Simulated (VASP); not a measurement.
Input:

```
GeS
1.0
    3.65787     0.00000     0.00000
    0.00000     4.15524     0.00000
    0.00000     0.00000    10.31569
Ge S
4 4
Direct
  0.25000   0.38206   0.37996
  0.25000   0.11794   0.87996
  0.75000   0.61794   0.62004
  0.75000   0.88206   0.12004
  0.25000   0.49747   0.14810
  0.25000   0.00253   0.64810
  0.75000   0.50253   0.85190
  0.75000   0.99747   0.35190
```

Calculation: PBEsol GGA, VASP's PBE PAW potentials (set 64) (plane waves; VASP). Numerical set-up: 400 eV cut-off, 7×6×3 Γ-centred mesh, tetrahedra with Blöchl corrections, potentials Ge_d S.

The cores are frozen, which limits the accuracy of field gradients.

Q: Give the principal components of the electric field gradient (V/Å²) and the asymmetry η at each nucleus.

A: 
```tsv
atom	Vxx	Vyy	Vzz	η
Ge1	45.7	21.9	-67.6	0.35
Ge2	45.7	21.9	-67.6	0.35
Ge3	45.7	21.9	-67.6	0.35
Ge4	45.7	21.9	-67.6	0.35
S5	24.0	21.6	-45.5	0.05
S6	24.0	21.6	-45.5	0.05
S7	24.0	21.6	-45.5	0.05
S8	24.0	21.6	-45.5	0.05
```

The compound is GeS in the sg62 structure. It was relaxed first.
